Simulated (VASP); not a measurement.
OSZICAR of a VASP run on TiOs (space group Pm-3m):

OSZICAR:
```
       N       E                     dE             d eps       ncg     rms          rms(c)
DAV:   1     0.205867758661E+03    0.20587E+03   -0.85106E+03  3200   0.141E+03
DAV:   2     0.260775789568E+01   -0.20326E+03   -0.19633E+03  3188   0.465E+02
DAV:   3    -0.229863138986E+02   -0.25594E+02   -0.24776E+02  5644   0.145E+02
DAV:   4    -0.244386382448E+02   -0.14523E+01   -0.14450E+01  4044   0.326E+01
DAV:   5    -0.245136019181E+02   -0.74964E-01   -0.74927E-01  4644   0.581E+00    0.177E+01
DAV:   6    -0.230199078667E+02    0.14937E+01   -0.10355E+01  4188   0.388E+01    0.108E+01
DAV:   7    -0.225586345691E+02    0.46127E+00   -0.48616E+00  4352   0.212E+01    0.476E+00
DAV:   8    -0.223297025151E+02    0.22893E+00   -0.10967E+00  3972   0.122E+01    0.205E+00
DAV:   9    -0.223321178601E+02   -0.24153E-02   -0.67943E-02  4448   0.255E+00    0.112E+00
DAV:  10    -0.223321989012E+02   -0.81041E-04   -0.27541E-02  3564   0.243E+00    0.193E-01
DAV:  11    -0.223319345027E+02    0.26440E-03   -0.25640E-03  3620   0.731E-01    0.919E-02
DAV:  12    -0.223319526081E+02   -0.18105E-04   -0.25283E-04  4396   0.146E-01    0.578E-02
DAV:  13    -0.223319499326E+02    0.26755E-05   -0.14622E-04  3900   0.133E-01    0.273E-02
DAV:  14    -0.223319448077E+02    0.51249E-05   -0.20542E-05  3600   0.697E-02    0.103E-02
DAV:  15    -0.223319449406E+02   -0.13293E-06   -0.61781E-07  2072   0.100E-02
   1 F= -.22331945E+02 E0= -.22331536E+02  d E =-.818332E-03  mag=     0.0000     0.0000    -0.0000
       N       E                     dE             ncg
```

### Question
Which electronic solver shows in the log?

### Answer
It is blocked Davidson (ALGO = Normal, or the opening steps of other solvers). The INCAR had ALGO = Normal.

### Question
How was spin treated?

### Answer
With non-collinear spinors: mag has three components.

### Question
Can the final energy be trusted as converged?

### Answer
The calculation finished and met its thresholds. It stopped with EDIFF = 1E-6, NELM = 100 (PBEsol GGA with spin-orbit coupling, plane waves, VASP's PBE PAW potentials (set 64)).

The structure comes from a measured TiOs entry (Pm-3m) of the Crystallography Open Database, whose conditions weren't checked. It was relaxed first.
